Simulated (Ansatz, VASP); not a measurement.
# YC3 in two plane-wave programs, part 2 of 2

One calculation is typed for both programs; each brings its own data sets. How far apart do they land? The cell is generated by rule, not measured, and may not be a known phase. The cell is taken from a series of runs on this material, whose earlier steps may have relaxed, scaled, displaced or heated it; both programs get it as it stands.

VASP 6.6.1 and Ansatz 0.2.0.

So far: The structure; VASP: zone-centre phonons, PBEsol.

### 2. VASP: zone-centre phonons, PBEsol (continued)

Level of this step: PBEsol; plane waves and PAW (Y_sv, C); invented cell (VASP).

Numbers of over 12 decimals in the logs are rounded to 6 here.

Parts of OUTCAR (step 2):

```text
ion  position               nearest neighbor table
   1  0.250  0.250  0.250-   4 2.55   5 2.55   8 2.55   3 2.55   6 2.55   8 2.55   3 2.55   5 2.55
                             7 2.55   4 2.55   6 2.55   7 2.55   2 3.51   2 3.51   2 3.51   2 3.51
   2  0.750  0.750  0.750-   3 2.55   5 2.55   8 2.55   4 2.55   6 2.55   8 2.55   4 2.55   5 2.55
                             7 2.55   3 2.55   6 2.55   7 2.55   1 3.51   1 3.51   1 3.51   1 3.51
   3  0.330  0.670  0.670-   5 1.68   6 1.68   7 1.68   8 1.68   1 2.55   2 2.55   1 2.55   2 2.55

  LATTYP: Found a face centered cubic cell.
 ALAT       =     7.0241909028

 Subroutine GETGRP returns: Found 48 space group operations
 (whereof 48 operations were pure point group operations)

The static configuration has the point symmetry O_h .

 Found     29 irreducible k-points:

   k-points           NKPTS =     29   k-points in BZ     NKDIM =     29   number of bands    NBANDS=     31

   dimension x,y,z NGX =    40 NGY =   40 NGZ =   40
   dimension x,y,z NGXF=    80 NGYF=   80 NGZF=   80

   ENCUT  =  600.0 eV  44.10 Ry    6.64 a.u.   9.92  9.92  9.92*2*pi/ulx,y,z

   NELECT =      46.0000    total number of electrons

 k-points in reciprocal lattice and weights: Automatic mesh
   0.00000000  0.00000000  0.00000000       0.002
   0.12500000  0.00000000  0.00000000       0.016
   0.25000000  0.00000000  0.00000000       0.016
   0.37500000  0.00000000  0.00000000       0.016
   0.50000000  0.00000000  0.00000000       0.008
   0.12500000  0.12500000  0.00000000       0.012
   0.25000000  0.12500000  0.00000000       0.047
   0.37500000  0.12500000  0.00000000       0.047
   0.50000000  0.12500000  0.00000000       0.047
[...]
-0.37500000  0.50000000  0.12500000       0.023
  -0.25000000  0.50000000  0.25000000       0.012

 average (electrostatic) potential at core
       1 -33.6967       2 -33.6967       3 -50.3696       4 -50.3696       5 -50.3696
       6 -50.3696       7 -50.3696       8 -50.3696

  Total        0.1236811      0.1236811      0.1236811      0.0000000     -0.0000000      0.0000000
  in kB        2.2870999      2.2870999      2.2870999      0.0000000     -0.0000000      0.0000000
  external PRESSURE =       2.2870999 kB  Pullay stress =       0.0000000 kB

  energy-cutoff  :      600.00
  volume of cell :       86.64
      direct lattice vectors                 reciprocal lattice vectors
[...]
3.51210      3.51210      2.32144         0.000000      0.000000     -0.075658
 -----------------------------------------------------------------------------------
    total drift:                               -0.000000     -0.000000      0.000000

 Eigenvectors and eigenvalues of the dynamical matrix
 ----------------------------------------------------

   1 f  =   27.526745 THz   172.955641 2PiTHz  918.193387 cm-1   113.841420 meV
             X         Y         Z           dx          dy          dz
      1.756048  1.756048  1.756048    -0.000000   -0.000000    0.000000
      5.268143  5.268143  5.268143    -0.000000   -0.000000    0.000000
      4.702755  3.512095  3.512095     0.408248   -0.000000    0.000000
      2.321436  3.512095  3.512095    -0.408248    0.000000    0.000000
      3.512095  2.321436  3.512095     0.000000   -0.408248   -0.000000
      3.512095  4.702755  3.512095    -0.000000    0.408248    0.000000
      3.512095  3.512095  4.702755     0.000000    0.000000    0.408248
      3.512095  3.512095  2.321436     0.000000    0.000000   -0.408248

   2 f  =   18.666010 THz   117.282003 2PiTHz  622.631089 cm-1    77.196382 meV
             X         Y         Z           dx          dy          dz
      1.756048  1.756048  1.756048    -0.046863    0.039128   -0.000087
      5.268143  5.268143  5.268143    -0.046863    0.039128   -0.000087
      4.702755  3.512095  3.512095    -0.394962   -0.218064    0.000482
      2.321436  3.512095  3.512095    -0.394962   -0.218064    0.000482
      3.512095  2.321436  3.512095     0.261177    0.329765    0.000482
      3.512095  4.702755  3.512095     0.261177    0.329765    0.000482
      3.512095  3.512095  4.702755     0.261177   -0.218064   -0.000729
      3.512095  3.512095  2.321436     0.261177   -0.218064   -0.000729

   3 f  =   18.666010 THz   117.282003 2PiTHz  622.631089 cm-1    77.196382 meV
             X         Y         Z           dx          dy          dz
      1.756048  1.756048  1.756048     0.039075    0.046793   -0.003267
      5.268143  5.268143  5.268143     0.039075    0.046793   -0.003267
      4.702755  3.512095  3.512095     0.329323   -0.260787    0.018209
      2.321436  3.512095  3.512095     0.329323   -0.260787    0.018209
      3.512095  2.321436  3.512095    -0.217772    0.394372    0.018209
      3.512095  4.702755  3.512095    -0.217772    0.394372    0.018209
      3.512095  3.512095  4.702755    -0.217772   -0.260787   -0.027537
      3.512095  3.512095  2.321436    -0.217772   -0.260787   -0.027537

   4 f  =   18.666010 THz   117.282003 2PiTHz  622.631089 cm-1    77.196382 meV
             X         Y         Z           dx          dy          dz
      1.756048  1.756048  1.756048    -0.002028   -0.002563   -0.060963
      5.268143  5.268143  5.268143    -0.002028   -0.002563   -0.060963
      4.702755  3.512095  3.512095    -0.017090    0.014287    0.339756
      2.321436  3.512095  3.512095    -0.017090    0.014287    0.339756
      3.512095  2.321436  3.512095     0.011301   -0.021605    0.339756
      3.512095  4.702755  3.512095     0.011301   -0.021605    0.339756
      3.512095  3.512095  4.702755     0.011301    0.014287   -0.513792
      3.512095  3.512095  2.321436     0.011301    0.014287   -0.513792

   5 f  =   12.763834 THz    80.197534 2PiTHz  425.755674 cm-1    52.786952 meV
             X         Y         Z           dx          dy          dz
      1.756048  1.756048  1.756048     0.000000   -0.000000    0.000000
      5.268143  5.268143  5.268143    -0.000000    0.000000   -0.000000
      4.702755  3.512095  3.512095    -0.000000   -0.043477    0.426698
      2.321436  3.512095  3.512095     0.000000   -0.043477    0.426698
      3.512095  2.321436  3.512095     0.256980   -0.000000   -0.426698
      3.512095  4.702755  3.512095     0.256980    0.000000   -0.426698
      3.512095  3.512095  4.702755    -0.256980    0.043477   -0.000000
      3.512095  3.512095  2.321436    -0.256980    0.043477   -0.000000

   6 f  =   12.763834 THz    80.197534 2PiTHz  425.755674 cm-1    52.786952 meV
             X         Y         Z           dx          dy          dz
      1.756048  1.756048  1.756048     0.000000   -0.000000   -0.000000
      5.268143  5.268143  5.268143     0.000000   -0.000000   -0.000000
      4.702755  3.512095  3.512095    -0.000000    0.340166    0.213871
      2.321436  3.512095  3.512095     0.000000    0.340166    0.213871
      3.512095  2.321436  3.512095    -0.297567    0.000000   -0.213871
      3.512095  4.702755  3.512095    -0.297567    0.000000   -0.213871
      3.512095  3.512095  4.702755     0.297567   -0.340166    0.000000
      3.512095  3.512095  2.321436     0.297567   -0.340166   -0.000000

   7 f  =   12.763834 THz    80.197534 2PiTHz  425.755674 cm-1    52.786952 meV
             X         Y         Z           dx          dy          dz
      1.756048  1.756048  1.756048     0.000000   -0.000000    0.000000
      5.268143  5.268143  5.268143    -0.000000    0.000000    0.000000
      4.702755  3.512095  3.512095     0.000000    0.363864   -0.148957
      2.321436  3.512095  3.512095     0.000000    0.363864   -0.148957
      3.512095  2.321436  3.512095     0.308893    0.000000    0.148957
      3.512095  4.702755  3.512095     0.308893    0.000000    0.148957
      3.512095  3.512095  4.702755    -0.308893   -0.363864    0.000000
      3.512095  3.512095  2.321436    -0.308893   -0.363864    0.000000

   8 f  =   10.201369 THz    64.097092 2PiTHz  340.281043 cm-1    42.189453 meV
             X         Y         Z           dx          dy          dz
      1.756048  1.756048  1.756048     0.000000    0.000000   -0.000000
      5.268143  5.268143  5.268143     0.000000    0.000000   -0.000000
      4.702755  3.512095  3.512095    -0.560236   -0.000000   -0.000000
      2.321436  3.512095  3.512095     0.560236    0.000000    0.000000
      3.512095  2.321436  3.512095    -0.000000   -0.159279    0.000000
      3.512095  4.702755  3.512095     0.000000    0.159279   -0.000000
      3.512095  3.512095  4.702755     0.000000    0.000000    0.400957
      3.512095  3.512095  2.321436    -0.000000   -0.000000   -0.400957

   9 f  =   10.201369 THz    64.097092 2PiTHz  340.281043 cm-1    42.189453 meV
             X         Y         Z           dx          dy          dz
      1.756048  1.756048  1.756048     0.000000    0.000000    0.000000
      5.268143  5.268143  5.268143     0.000000    0.000000    0.000000
      4.702755  3.512095  3.512095    -0.139533   -0.000000   -0.000000
      2.321436  3.512095  3.512095     0.139533    0.000000    0.000000
      3.512095  2.321436  3.512095    -0.000000   -0.554945   -0.000000
      3.512095  4.702755  3.512095     0.000000    0.554945    0.000000
      3.512095  3.512095  4.702755     0.000000   -0.000000   -0.415412
      3.512095  3.512095  2.321436    -0.000000    0.000000    0.415412

  10 f  =   10.016340 THz    62.934522 2PiTHz  334.109146 cm-1    41.424236 meV
             X         Y         Z           dx          dy          dz
      1.756048  1.756048  1.756048     0.000000   -0.000000   -0.000000
      5.268143  5.268143  5.268143    -0.000000   -0.000000    0.000000
      4.702755  3.512095  3.512095    -0.000000    0.067973    0.485022
      2.321436  3.512095  3.512095     0.000000   -0.067973   -0.485022
      3.512095  2.321436  3.512095     0.067973   -0.000000    0.100667
      3.512095  4.702755  3.512095    -0.067973    0.000000   -0.100667
      3.512095  3.512095  4.702755    -0.485022    0.100667   -0.000000
      3.512095  3.512095  2.321436     0.485022   -0.100667    0.000000

  11 f  =   10.016340 THz    62.934522 2PiTHz  334.109146 cm-1    41.424236 meV
             X         Y         Z           dx          dy          dz
      1.756048  1.756048  1.756048    -0.000000    0.000000    0.000000
      5.268143  5.268143  5.268143    -0.000000   -0.000000   -0.000000
      4.702755  3.512095  3.512095    -0.000000    0.485333   -0.044869
      2.321436  3.512095  3.512095     0.000000   -0.485333    0.044869
    [... 145 further lines ...]
      3.512095  3.512095  4.702755     0.490858   -0.065498   -0.000000
      3.512095  3.512095  2.321436    -0.490858    0.065498   -0.000000

 ELASTIC MODULI CONTR FROM IONIC RELAXATION (kBar)
 Direction    XX          YY          ZZ          XY          YZ          ZX
 --------------------------------------------------------------------------------
 XX       -1112.8168     22.3051     22.3051      0.0000     -0.0000      0.0000
 YY          22.3051  -1112.8168     22.3051     -0.0000      0.0000     -0.0000
 ZZ          22.3051     22.3051  -1112.8168      0.0000      0.0000      0.0000
 XY           0.0000     -0.0000      0.0000   -279.6079     -0.0000     -0.0000
 YZ          -0.0000      0.0000      0.0000     -0.0000   -279.6079      0.0000
 ZX           0.0000     -0.0000      0.0000     -0.0000      0.0000   -279.6079
 --------------------------------------------------------------------------------
```

### 3. Ansatz: zone-centre phonons, PBEsol

Ansatz runs on its default PAW (the set named soft_2) files.

The same cell, functional, mesh and smearing now go to Ansatz, which takes its cutoff from its data sets.

input.yaml reads:

```yaml
crystal:
  lattice:
    - [0.0, 3.5120954514, 3.5120954514]
    - [3.5120954514, 0.0, 3.5120954514]
    - [3.5120954514, 3.5120954514, 0.0]
  atoms:
    - { symbol: "Y", position: [0.25, 0.25, 0.25] }
    - { symbol: "Y", position: [0.75, 0.75, 0.75] }
    - { symbol: C, position: [0.3304915355, 0.6695084645, 0.6695084645] }
    - { symbol: C, position: [0.6695084645, 0.3304915355, 0.3304915355] }
    - { symbol: C, position: [0.3304915355, 0.6695084645, 0.3304915355] }
    - { symbol: C, position: [0.6695084645, 0.3304915355, 0.6695084645] }
    - { symbol: C, position: [0.6695084645, 0.6695084645, 0.3304915355] }
    - { symbol: C, position: [0.3304915355, 0.3304915355, 0.6695084645] }
kpoints:
  mp_grid: { grid: [8, 8, 8] }
hamiltonian:
  xc: pbesol
scf:
  occupations: { method: methfessel_paxton, width: 0.15 }
output:
  eigenvalues: true
phonons:
  method: dfpt
```

Run with:

```
$ ansatz run input.yaml --threads 8 --pin off --max-ram 14336MiB --backend cpu --events-out ev --progress --plain --runs-dir out
```

The log of the run:

```text
zone centre: on kpoints.mp_grid the ground state, and the responses unless they are solved on pairs of k-points, stand on 150 of the mesh's 512 k-points, reduced under 2 symmetry operations, with k and −k counted as one. Each operation leaves every solved displacement unchanged or reverses it
Engine: ansatz 0.2.0, x86_64-unknown-linux-gnu
Pseudopotentials: kind: paw
Pseudopotential: Y, paw, valence charge 11, recommended cutoff 420 eV (normal), Y.paw.azcp
Pseudopotential: C, paw, valence charge 4, recommended cutoff 420 eV (normal), C.paw.azcp
Functional definition: PBEsol
  exchange = pbesol_x
  correlation = pbesol_c
Crystal: 8 atoms, lattice volume = 86.642 Å³
Basis set: ecut = 420 eV, 1687 PW (Γ), exchange–correlation on 72×72×72 points (8 copies of the dense FFT grid, shifted against one another)
Bands: 31, of which v1, the nominal top of the filled ones, is band 23 counted from 1 (22 counted from 0)
Symmetry: 48 space group operations
k-points: 150 of 512 (irreducible under 2 space group operations, time reversal used)
Non-local potential: Y, projectors of the file, l = 0: 3, l = 1: 2, l = 2: 2, l = 3: 1
Non-local potential: C, projectors of the file, l = 0: 2, l = 1: 2, l = 2: 1
PAW form: soft (Blöchl's): semilocal exchange-correlation on the pseudo side does not see the compensation charge
PAW frozen core: Y, regenerated for the run's functional, and the local potential with it (the file was generated under x = pbe(κ = 0.804, μ = 0.219515), c = pbe(β = 0.066725))
PAW frozen core: C, regenerated for the run's functional, and the local potential with it (the file was generated under x = pbe(κ = 0.804, μ = 0.219515), c = pbe(β = 0.066725))
PAW one-centre angular grid: Y, 590 points (default); XC on 64 Gauss nodes
PAW one-centre angular grid: C, 110 points (default); XC on 64 Gauss nodes
Initial density: superposition of atomic densities (neutral atoms: chi_scale 0, normalization atom), corrected by the library's trained network
Initial wavefunctions: pseudopotential atomic-orbital guess
Functional: x = pbesol(κ = 0.804, μ = 0.123457), c = pbesol(β = 0.046)
SCF iter   1: F=—  HF=-9062.854309 eV  |F-HF|=—  |Δ(HF+E_count)|=         —  Δρ=1.13e-2  dr2=1.28e-1  ethr=1.77e-3  ⟨swp⟩=6.0  Hψ=20443  notcnv=0
preconditioner: auto → LDOS  [metal: Δε(μ)=0.086 eV  Ē_g=15.220 eV  σ=0.150 eV  W_gap=0.43  n_scr=14 (ndim 8)  ℏωp=25.9 eV  f_vac=0.030  D(μ)=2.53/eV (n_scr^D=14)  β→1.0]
SCF iter   2: F=—  HF=-9062.851870 eV  |F-HF|=—  |Δ(HF+E_count)|=   2.44e-3  S|Δr|=    0.00e0  Δρ=2.08e-3  dr2=2.78e-3  ethr=2.78e-4  ⟨swp⟩=2.3  Hψ=7982  notcnv=0  defer=28
SCF iter   3: F=—  HF=-9062.852748 eV  |F-HF|=—  |Δ(HF+E_count)|=   8.78e-4  S|Δr|=    0.00e0  Δρ=5.62e-4  dr2=3.41e-4  ethr=6.04e-6  ⟨swp⟩=2.2  Hψ=7741  notcnv=0  defer=28
SCF iter   4: F=—  HF=-9062.852653 eV  |F-HF|=—  |Δ(HF+E_count)|=   9.50e-5  S|Δr|=    0.00e0  Δρ=1.33e-4  dr2=2.84e-5  ethr=7.41e-7  ⟨swp⟩=2.0  Hψ=7598  notcnv=0  defer=28
SCF iter   5: F=—  HF=-9062.852647 eV  |F-HF|=—  |Δ(HF+E_count)|=   6.03e-6  S|Δr|=    0.00e0  Δρ=2.96e-5  dr2=6.09e-7  ethr=6.16e-8  ⟨swp⟩=2.0  Hψ=6369  notcnv=0  defer=28
SCF iter   6: F=—  HF=-9062.852647 eV  |F-HF|=—  |Δ(HF+E_count)|=   2.12e-7  S|Δr|=    0.00e0  Δρ=4.64e-6  dr2=1.02e-8  ethr=1.32e-9  ⟨swp⟩=2.0  Hψ=7819  notcnv=0  defer=28
SCF iter   7: F=—  HF=-9062.852647 eV  |F-HF|=—  |Δ(HF+E_count)|=   3.72e-9  S|Δr|=    0.00e0  Δρ=7.29e-7  dr2=5.40e-10  ethr=2.23e-11  ⟨swp⟩=2.0  Hψ=6063  notcnv=0  defer=28
SCF iter   8: F=-9062.852647 eV  HF=-9062.852647 eV  |F-HF|=5.46e-12  |Δ(HF+E_count)|=  2.18e-11  S|Δr|=    0.00e0  Δρ=1.02e-7  dr2=7.71e-12  ethr=1.00e-12  ⟨swp⟩=11.1  Hψ=28675  notcnv=0
SCF 1 converged in 8 iterations: F = -9062.852647 eV  dr2 = 7.71e-12
  greatest PAW one-centre occupation: 0.992 electrons in one spin orbital (limit 2), on the Y atom at site 1 (counted from 0), in its partial waves of l = 0
DFPT response loops at Γ: preconditioner auto → Kerker (q_TF=auto, 2.455 Å⁻¹) (partly filled bands, converged f_vac=0.010); β = 1.00, the filter's whole step (`scf.mixing.beta` (0.50) is not read by the response loops under this deck's `scf.mixing.preconditioner`; to damp them name `kerker` or `kerker_dos`, under which they read `scf.mixing.beta`, and type it under 1.00, their step now; both keys bind the ground state too); Broyden in place of MSR1
SCF converged after 8 iterations
Stability not checked: this state was not tested for a lower state beside it, because cold or Methfessel-Paxton smearing, or corrected tetrahedra, fill the levels in a way that the test cannot read (fill_not_monotonic; see scf.lower_state_search)
Free energy (F): -9062.852647 eV
Harris-Foulkes:  -9062.852647 eV  (|F-HF|=5.46e-12)
Internal energy: -9062.850903 eV  (E = F + TS)
E sigma→0 (E₀):  -9062.852211 eV
Entropy (-TS):   -0.001744 eV (-0.218 meV/atom)
Fermi energy:    12.431651 eV
--- Per-component energies (eV) ---
  E_band       = -96.827614
  E_kinetic    = 1145.040821
  E_local      = -1659.730751  (includes V_loc(G=0)·N_el)
  E_nonlocal   = 264.667769
  E_hartree    = 528.229301
  E_xc         = -634.627407
  E_vxc        = -759.049798  (∫ρ·V_xc dr)
  E_paw        = -6114.532718  (= ΣΔE_a)
  E_vpaw       = -144.214304  (= ΣTr[D̂ρ^β])
  E_aug_tail   = 0.000047  (compensation charges beyond the density's cutoff)
  E_ewald      = -2592.322113
  E_core_change = 0.424149  (= ΣΔE_core)
  E_smearing   = -0.001744  (= −TS)
  E_closure    = -0.000000  (closes the sum)
  Σ components = -9062.852647   (vs F -9062.852647, Δ=0.00e0)
--- Band table (eV; the first three rows and the last of 150) ---
  k-point 0: bands = [... 19 lower, 8.8640, 8.8640, 13.4525, 13.4525, 13.4525, 15.9511, 15.9511, 16.6316, ... 4 higher]
  k-point 1: bands = [... 19 lower, 9.0212, 9.0212, 12.8883, 12.8883, 13.4862, 16.1939, 16.1939, 16.3171, ... 4 higher]
  k-point 2: bands = [... 19 lower, 9.4285, 9.4285, 11.9664, 11.9664, 13.5713, 15.6084, 16.2440, 16.2440, ... 4 higher]
  k-point 149: bands = [... 19 lower, 9.3028, 9.3028, 9.6327, 12.5662, 12.5662, 15.3460, 15.3460, 15.6666, ... 4 higher]
--- Phonons (Γ-DFPT): 3 representative perturbations + reference, on 150 of 512 k-points (Σ response iterations 10) ---
  k mesh reduced under 2 symmetry operations, with k and −k counted as one. Each operation leaves every solved displacement unchanged or reverses it
  ASR residual: 4.532e-5 → 0.000e0 eV/Å²; symmetrization residual: 1.443e-6 eV/Å²
  ASR residual per site (eV/Å²): 4.53e-5 4.53e-5 1.23e-5 1.23e-5 1.23e-5 1.23e-5 1.23e-5 1.23e-5
  Γ frequencies (cm⁻¹): -474.49 -474.49 -474.49 0.00 0.00 0.00 184.05 184.05 184.05 282.87 282.87 282.87 336.23 336.23 336.41 336.41 336.41 424.75 424.75 424.75 616.66 616.66 616.66 910.47
  non-analytic LO–TO correction: not included (Born effective charges unavailable; polar crystals: no LO–TO splitting at Γ)
```

### 4. Side by side

Known differences besides the potentials themselves: the cutoff is 420 eV in Ansatz and 600 eV in VASP; Ansatz makes its cores anew for this functional, VASP keeps those of its PBE data sets. Total energies have different zeros and are not compared.

Zone-centre modes by rising frequency (cm⁻¹; imaginary ones negative):

```
program                                                                                                                                                                   modes
 Ansatz     -474.5, -474.5, -474.5, 0.0, 0.0, 0.0, 184.1, 184.1, 184.1, 282.9, 282.9, 282.9, 336.2, 336.2, 336.4, 336.4, 336.4, 424.8, 424.8, 424.8, 616.7, 616.7, 616.7, 910.5
   VASP  -467.0, -467.0, -467.0, -0.4, -0.4, -0.4, 184.2, 184.2, 184.2, 283.0, 283.0, 283.0, 334.1, 334.1, 334.1, 340.3, 340.3, 425.8, 425.8, 425.8, 622.6, 622.6, 622.6, 918.2
```

The two lists differ in the order or number of single and degenerate modes, so they aren't paired one by one; the r.m.s. figure in the results sets the two lists side by side in order.

### 5. What came out

```
r.m.s. difference of the optical zone-centre modes, each program's sorted by frequency (zone-centre phonons, PBEsol) : 4.3 cm⁻¹
```

**Reading.** The r.m.s. difference of the optical zone-centre modes, each program's sorted by frequency is 4.3 cm⁻¹ (zone-centre phonons, PBEsol). How closely two codes agree says nothing of how well the functional describes the real material.

[Lines on the potential files, build, host, timing and source positions are cut from VASP's logs without a mark.]

[Logs are printed without paths, hosts, clocks, repeated set-up lines and the standing remarks that a program may print on its own settings, such as how far it seeks lower states.]

[Hosts, paths, dates, database ids (printed as entryN), source tags and the programs' standing remarks are cut or masked in the printed files.]
